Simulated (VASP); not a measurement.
Here is the system:

```
CELL_PARAMETERS angstrom
      3.75697     0.00000     0.00000
     -1.87848     3.25363     0.00000
      0.00000     0.00000    24.07157
ATOMIC_POSITIONS crystal
  Si 0.66667 0.33333 0.34277
  Si 0.33333 0.66667 0.46578
  Si 0.00000 0.00000 0.40448
  Si 0.00000 0.00000 0.59552
  Si 0.66667 0.33333 0.53422
  Si 0.33333 0.66667 0.65723
  Co 0.33333 0.66667 0.37067
  Co 0.00000 0.00000 0.50000
  Co 0.66667 0.33333 0.62933
```

These are r2SCAN meta-GGA, VASP's PBE PAW potentials (set 64) (plane waves; VASP) values and carry that method's errors. Settings: PREC = Normal, 400 eV cut-off, 9×9×1 Γ-centred mesh, first-order Methfessel-Paxton smearing of 0.10 eV, potentials Si Co.

Question: Predict the energy per atom (σ→0), band gap (on the k-mesh) with the smallest direct gap where there is one.

Answer: 
```
Quantity                                                    Result
------------------------  ----------------------------------------
band gap (on the k-mesh)  none (metal, semimetal or under 0.01 eV)
energy per atom (σ→0)                              -10.373 eV/atom
```

The absolute energy has meaning only against runs of the same code, potentials and settings.

The cell is a thin slab with vacuum, built from CoSi2 (fluorite): (111) face. The run is not spin-polarised, so no magnetic state was tried.
